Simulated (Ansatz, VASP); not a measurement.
## NiO in two plane-wave programs

Wanted: the spread between two codes on one cell, functional and k mesh.

Program: Ansatz 0.2.0. Level of theory: plane waves, with VASP 6.6.1 beside it; relaxation of cell and atoms at r2SCAN. Results are calculated unless marked as measured.

## (1) Set-up

Symmetry: Fm-3m, No. 225, cubic system. The conventional cell has a = 4.172 Å, b = 4.172 Å, c = 4.172 Å, α = 90.00°, β = 90.00°, γ = 90.00°. Nearest to Ni lie 6 O at 2.09 Å. O has 6 Ni at 2.09 Å nearest. Farther neighbours and most contacts between anions are not listed.

## (2) Ansatz: relaxation of cell and atoms, r2SCAN

Ansatz runs on its default PAW (the set named soft_2) files.

The relaxed volume is the usual yardstick between codes: its relative difference is about their pressure difference at one cell divided by the bulk modulus.

Input file input.yaml:

```yaml
crystal:
  lattice:
    - [0.0, 2.0859016414, 2.0859016414]
    - [2.0859016414, 0.0, 2.0859016414]
    - [2.0859016414, 2.0859016414, 0.0]
  atoms:
    - { symbol: Ni, position: [0.0, 0.0, 0.0], spin: 1.0 }
    - { symbol: O, position: [0.5, 0.5, 0.5] }
hamiltonian:
  xc: r2scan
  pseudopotentials: { kind: paw }
magnetization:
  spin_polarized: true
kpoints:
  mp_grid: { grid: [9, 9, 9] }
scf:
  occupations: { method: fermi_dirac, width: 0.05 }
relax:
  f_tol: 0.01
  max_steps: 60
  cell: { stress_tol: 0.05 }
output:
  forces: true
  stress: true
  write_density: true
  write_potential: true
  elf: true
  volumetric_format: npy
```

Run with:

```bash
ansatz run input.yaml --threads 4 --pin off --max-ram 9216MiB --backend cpu --events-out ev --progress --plain --runs-dir out
```

Numbers of over 12 decimals in the logs are rounded to 6 here.

Output:

```text
Engine: ansatz 0.2.0, aarch64-unknown-linux-gnu
Pseudopotentials: kind: paw
Pseudopotential: Ni, paw, valence charge 18, recommended cutoff 500 eV (meta_gga), Ni.paw.azcp
Pseudopotential: O, paw, valence charge 6, recommended cutoff 500 eV (meta_gga), O.paw.azcp
Functional definition: r2SCAN
  parameter k0 = 0.174
  parameter k1 = 0.065
  parameter a1 = 4.9479
  exchange = r2scan_x(k0 = k0, k1 = k1, a1 = a1)
  correlation = r2scan_c
Crystal: 2 atoms, lattice volume = 18.151 Å³
Basis set: ecut = 500 eV, 459 PW (Γ), exchange–correlation on 96×96×96 points (64 copies of the dense FFT grid, shifted against one another)
Bands: 17, of which v1, the nominal top of the filled ones, is band 12 counted from 1 (11 counted from 0)
Symmetry: 48 space group operations
Space group: Fm-3m (ITA 225), of the structure as read, at distance tolerance 2.6e-5 Å
Magnetic group: BNS 225.116 (UNI 1618), of the structure as read, at distance tolerance 2.6e-5 Å
k-points: 35 of 729
Non-local potential: Ni, projectors of the file, l = 0: 3, l = 1: 2, l = 2: 3, l = 3: 1
Non-local potential: O, projectors of the file, l = 0: 2, l = 1: 2, l = 2: 1
PAW form: soft (Blöchl's): semilocal exchange-correlation on the pseudo side does not see the compensation charge
PAW frozen core: Ni, regenerated for the run's functional (the file was generated under x = pbe(κ = 0.804, μ = 0.219515), c = pbe(β = 0.066725))
PAW frozen core: O, regenerated for the run's functional (the file was generated under x = pbe(κ = 0.804, μ = 0.219515), c = pbe(β = 0.066725))
PAW one-centre angular grid: Ni, 590 points (default); XC on 160 Gauss nodes
PAW one-centre angular grid: O, 302 points (default); XC on 160 Gauss nodes
Initial density: superposition of atomic densities (chi_scale 0.1, normalization cell, long waves kept (reshape's long-wave potential 0.00 eV rms))
Starting moments: Σ|m| = 1 μB on 1 of 2 sites
Initial wavefunctions: pseudopotential atomic-orbital guess
Functional: x = r2scan, c = r2scan; τ floored in thin density (d = 2e-4 eV/Å³)
SCF iter   1: F=—  HF=-6411.426045 eV  |F-HF|=—  |Δ(HF+E_count)|=         —  Δρ=1.43e-1 (↑1.19e-1 ↓1.43e-1)  dr2=8.18e0  dr2_τ=1.33e-2  dr2_m=8.68e-2  M=0.947 μB ∫|m|=0.947 μB  β_m=1.00  ethr=3.10e-3  ⟨swp⟩=5.3  Hψ=5165  notcnv=0
Mixer restart at iter 1: flushing history
preconditioner: auto → none  [metal: Δε(μ)=0.023 eV  Ē_g=15.088 eV  σ=0.050 eV  W_gap=0.12  n_scr=8 (ndim 8)  ℏωp=34.9 eV  f_vac=0.000  D(μ)=1.54/eV (n_scr^D=14)  sad-step TF]
SCF iter   2: F=—  HF=-6412.131814 eV  |F-HF|=—  |Δ(HF+E_count)|=   7.06e-1  Δρ=7.11e-2 (↑7.11e-2 ↓4.83e-2)  dr2=1.07e0  dr2_τ=2.33e-2  dr2_m=1.84e-1  M=1.243 μB ∫|m|=1.247 μB  β_m=0.65  ethr=3.10e-3  ⟨swp⟩=3.0  Hψ=3194  notcnv=0  defer=14  κ⁻¹=1.0e0(r=1)
SCF iter   3: F=—  HF=-6412.684143 eV  |F-HF|=—  |Δ(HF+E_count)|=   5.52e-1  Δρ=4.87e-2 (↑4.87e-2 ↓4.58e-2)  dr2=1.61e-1  dr2_τ=4.43e-3  dr2_m=2.55e-1  M=1.584 μB ∫|m|=1.590 μB  β_m=1.00  ethr=3.10e-3  ⟨swp⟩=2.0  Hψ=2059  notcnv=0  defer=11  κ⁻¹=1.4e-2(r=2)
SCF iter   4: F=—  HF=-6412.912044 eV  |F-HF|=—  |Δ(HF+E_count)|=         —  Δρ=1.40e-2 (↑7.11e-3 ↓1.40e-2)  dr2=1.77e-2  dr2_τ=3.34e-4  dr2_m=4.65e-3  M=1.996 μB ∫|m|=2.008 μB  β_m=1.00  ethr=6.72e-4  ⟨swp⟩=2.7  Hψ=2623  notcnv=0  defer=11
Mixer restart at iter 4: flushing history
SCF iter   5: F=—  HF=-6413.117975 eV  |F-HF|=—  |Δ(HF+E_count)|=   2.06e-1  Δρ=7.63e-3 (↑5.61e-3 ↓7.63e-3)  dr2=7.36e-3  dr2_τ=1.00e-4  dr2_m=7.20e-4  M=1.999 μB ∫|m|=2.015 μB  β_m=1.00  ethr=7.38e-5  ⟨swp⟩=2.0  Hψ=2839  notcnv=0  defer=29  κ⁻¹=1.0e0(r=1)
SCF iter   6: F=—  HF=-6413.314295 eV  |F-HF|=—  |Δ(HF+E_count)|=   1.96e-1  Δρ=5.16e-3 (↑3.56e-3 ↓5.16e-3)  dr2=4.98e-3  dr2_τ=5.45e-5  dr2_m=4.03e-4  M=2.000 μB ∫|m|=2.018 μB  β_m=1.00  ethr=3.06e-5  ⟨swp⟩=2.1  Hψ=2360  notcnv=0  defer=29  κ⁻¹=4.0e-2(r=2)
SCF iter   7: F=—  HF=-6413.418363 eV  |F-HF|=—  |Δ(HF+E_count)|=   1.04e-1  Δρ=2.24e-3 (↑1.73e-3 ↓2.24e-3)  dr2=1.55e-3  dr2_τ=1.54e-5  dr2_m=8.45e-5  M=2.000 μB ∫|m|=2.017 μB  β_m=1.00  ethr=2.07e-5  ⟨swp⟩=2.0  Hψ=2373  notcnv=0  defer=29  κ⁻¹=3.4e-2(r=3)
SCF iter   8: F=—  HF=-6413.437520 eV  |F-HF|=—  |Δ(HF+E_count)|=   1.92e-2  Δρ=5.58e-4 (↑5.58e-4 ↓5.33e-4)  dr2=1.04e-4  dr2_τ=1.69e-6  dr2_m=4.59e-7  M=2.000 μB ∫|m|=2.017 μB  β_m=1.00  ethr=6.45e-6  ⟨swp⟩=2.0  Hψ=2647  notcnv=0  defer=35  κ⁻¹=4.0e-3(r=4)
SCF iter   9: F=—  HF=-6413.437549 eV  |F-HF|=—  |Δ(HF+E_count)|=   2.91e-5  Δρ=3.94e-4 (↑2.86e-4 ↓3.94e-4)  dr2=2.28e-5  dr2_τ=6.54e-7  dr2_m=1.17e-6  M=2.000 μB ∫|m|=2.017 μB  β_m=1.00  ethr=4.34e-7  ⟨swp⟩=2.0  Hψ=2224  notcnv=0  defer=35  κ⁻¹=1.3e-3(r=5)
SCF iter  10: F=—  HF=-6413.437980 eV  |F-HF|=—  |Δ(HF+E_count)|=   4.31e-4  Δρ=9.56e-5 (↑6.13e-5 ↓9.56e-5)  dr2=1.25e-6  dr2_τ=5.56e-8  dr2_m=3.61e-7  M=2.000 μB ∫|m|=2.017 μB  β_m=1.00  ethr=9.51e-8  ⟨swp⟩=2.1  Hψ=2052  notcnv=0  defer=34  κ⁻¹=2.0e-4(r=6)
SCF iter  11: F=—  HF=-6413.437992 eV  |F-HF|=—  |Δ(HF+E_count)|=   1.21e-5  Δρ=3.58e-5 (↑3.31e-5 ↓3.58e-5)  dr2=3.89e-7  dr2_τ=5.25e-9  dr2_m=1.85e-9  M=2.000 μB ∫|m|=2.017 μB  β_m=1.00  ethr=5.23e-9  ⟨swp⟩=2.1  Hψ=2042  notcnv=0  defer=34  κ⁻¹=5.0e-6(r=7)
SCF iter  12: F=—  HF=-6413.437993 eV  |F-HF|=—  |Δ(HF+E_count)|=   2.72e-7  Δρ=2.29e-5 (↑1.62e-5 ↓2.29e-5)  dr2=1.25e-7  dr2_τ=2.04e-9  dr2_m=8.25e-9  M=2.000 μB ∫|m|=2.017 μB  β_m=1.00  ethr=1.62e-9  ⟨swp⟩=2.0  Hψ=1940  notcnv=0  defer=34  κ⁻¹=1.4e-6(r=8)
SCF iter  13: F=—  HF=-6413.437992 eV  |F-HF|=—  |Δ(HF+E_count)|=   2.05e-8  Δρ=4.97e-6 (↑2.67e-6 ↓4.97e-6)  dr2=7.36e-9  dr2_τ=9.09e-11  dr2_m=3.35e-10  M=2.000 μB ∫|m|=2.017 μB  β_m=1.00  ethr=5.22e-10  ⟨swp⟩=2.0  Hψ=1876  notcnv=0  defer=34  κ⁻¹=9.7e-7(r=8)
SCF iter  14: F=-6413.437993 eV  HF=-6413.437993 eV  |F-HF|=1.22e-9  |Δ(HF+E_count)|=   2.08e-8  Δρ=2.10e-6 (↑1.36e-6 ↓2.10e-6)  dr2=7.41e-10  dr2_τ=2.14e-11  dr2_m=1.50e-10  M=2.000 μB ∫|m|=2.017 μB  ethr=3.07e-11  ⟨swp⟩=5.2  Hψ=6452  notcnv=0
SCF 1 converged in 14 iterations: F = -6413.437993 eV  dr2 = 7.41e-10
  greatest PAW one-centre occupation: 1.003 electrons in one spin orbital (limit 2), on the Ni atom at site 0 (counted from 0), in its partial waves of l = 1
relax step   1: F+E_penalty+E_count = -6413.43799251 eV  Δ(F+E_penalty+E_count) = +0.000e0 eV  max|allowed force component| = 7.691e-30 eV/Å  Δτ_max = 0.0000 Å  P = +2.667 GPa  Ω = 18.151 Å³  (14 SCF iters, dr2 threshold 1.00e-7 eV, accepted)
[...]
relax step   2: F+E_penalty+E_count = -6413.43920732 eV  Δ(F+E_penalty+E_count) = -1.215e-3 eV  max|allowed force component| = 4.898e-30 eV/Å  Δτ_max = 0.0000 Å  P = +1.238 GPa  Ω = 18.268 Å³  energy of the carried Pulay correction = -1.974e-4 eV  (9 SCF iters, dr2 threshold 2.00e-7 eV, accepted)
[...]
relax step   3: F+E_penalty+E_count = -6413.43943592 eV  Δ(F+E_penalty+E_count) = -2.286e-4 eV  max|allowed force component| = 4.470e-29 eV/Å  Δτ_max = 0.0000 Å  P = +0.026 GPa  Ω = 18.369 Å³  energy of the carried Pulay correction = -3.694e-4 eV  (9 SCF iters, dr2 threshold 2.00e-7 eV, accepted)
[...]
relax step   4: F+E_penalty+E_count = -6413.43978996 eV  Δ(F+E_penalty+E_count) = -3.540e-4 eV  max|allowed force component| = 3.024e-29 eV/Å  Δτ_max = 0.0000 Å  P = +0.031 GPa  Ω = 18.369 Å³  stress off target by 3.12e-2 GPa  SCF on the basis re-selected at this cell (its energy is not comparable with the rows above)  (11 SCF iters)
basis re-selected at this cell: Δ(F+E_penalty+E_count) = -3.540e-4 eV, ΔP = +0.005 GPa vs the last step (what re-selecting the basis moved, of the pressure what is left beyond the Pulay correction that the steps carried, after the strain that the cell walked since its last selection, with what the two solves' SCF thresholds leave and, on support functions, any second-order correction that the steps lacked; it is no m [...]
SCF converged after 11 iterations
Stability not checked: this state was not tested for a lower state beside it, because the mixer in use, unlike msr1, does not test its closes by its own steps (another_mixer; see scf.mixing.algorithm and scf.lower_state_search)
Magnetization: 2.0000 μB (13.0000 up, 11.0000 down)
Absolute magnetization: 2.0153 μB (∫|ρ↑−ρ↓|, with the PAW one-centre terms)
Spin contamination: 0.0025 ħ² per cell (⟨S²⟩ above its minimum at these occupations)
Per-site moments (μB) at R_I (Å): [(1.669430, 0.863864), (0.285194, 0.863864)]
Free energy (F): -6413.439790 eV
Harris-Foulkes:  -6413.439790 eV  (|F-HF|=9.09e-13)
Internal energy: -6413.439788 eV  (E = F + TS)
E sigma→0 (E₀):  -6413.439789 eV
Entropy (-TS):   -0.000002 eV (-0.001 meV/atom)
Fermi energy:    14.294548 eV
--- Per-component energies (eV) ---
  E_band       = -364.828840
  E_kinetic    = 451.271953
  E_local      = -4015.113948  (includes V_loc(G=0)·N_el)
  E_nonlocal   = 696.572121
  E_hartree    = 1654.092166
  E_xc         = -149.795430
  E_vxc        = -217.934206  (∫ρ·V_xc dr)
  E_paw        = -1808.256614  (= ΣΔE_a)
  E_vpaw       = -602.235857  (= ΣTr[D̂ρ^β])
  E_aug_tail   = 0.001013  (compensation charges beyond the density's cutoff)
  E_vtau       = 14.425749  (kinetic-family band-sum trace: ∫τ·v_τ [+ j·A + Jᵃ·Aᵃ] dr)
  E_ewald      = -3241.879039
  E_core_change = -0.332010  (= ΣΔE_core)
  E_smearing   = -0.000002  (= −TS)
  E_closure    = 0.000000  (closes the sum)
  Σ components = -6413.439790   (vs F -6413.439790, Δ=0.00e0)
--- Forces (eV/Å), atoms counted from 1 ---
  atom   1  Ni    -0.00000000     0.00000000     0.00000000
  atom   2  O      0.00000000    -0.00000000     0.00000000
  max |Σ_I F_I| component: 5.63e-29 eV/Å
--- Stress (GPa, compression-positive) ---
        0.031179      -0.000000      -0.000000
       -0.000000       0.031179      -0.000000
       -0.000000      -0.000000       0.031179
  P = ⅓ Tr σ = 0.0312 GPa (0.312 kbar)
--- Band table (eV; the first three rows and the last of 70) ---
  k-point 0 ↑: bands = [... 8 lower, 10.8022, 10.8022, 11.0753, 11.0753, 11.0753, 15.9412, 32.5424, 33.4326, ... 1 higher]
  k-point 1 ↑: bands = [... 8 lower, 10.7924, 10.7924, 11.2981, 11.7524, 11.7524, 16.7855, 30.0357, 32.9808, ... 1 higher]
  k-point 2 ↑: bands = [... 8 lower, 10.9769, 10.9769, 11.5198, 12.6589, 12.6589, 18.3711, 27.3279, 31.3781, ... 1 higher]
  k-point 34 ↓: bands = [... 8 lower, 12.3757, 12.6043, 12.7626, 15.5965, 16.3093, 23.7663, 25.5094, 25.9559, ... 1 higher]
--- Relaxed structure (3 steps of the walk, 3 accepted, 1 SCFs on fresh bases) ---
  F+E_penalty+E_count = -6413.43978996 eV   max|allowed force component| = 3.024e-29 eV/Å   (the final SCF, on the basis selected at the relaxed cell)
  cell:  # Å, volume = 18.3693 Å³
    - [0, 2.094215, 2.094215]
    - [2.094215, 0, 2.094215]
    - [2.094215, 2.094215, 0]
  atoms:
    - { symbol: Ni, position: [0, 0, 0] }
    - { symbol: O, position: [0.500000, 0.500000, 0.500000] }
```

Wall time 5.2 s (4 threads of Arm Neoverse V2, shared host); peak memory 0.38 GiB.

(Continued in part 2 of 2.)

[Lines on the potential files, build, host, timing and source positions are cut from VASP's logs without a mark.]

[Logs are printed without paths, hosts, clocks, repeated set-up lines and the standing remarks that a program may print on its own settings, such as how far it seeks lower states.]

[Hosts, paths, dates, database ids (printed as entryN), source tags and the programs' standing remarks are cut or masked in the printed files.]
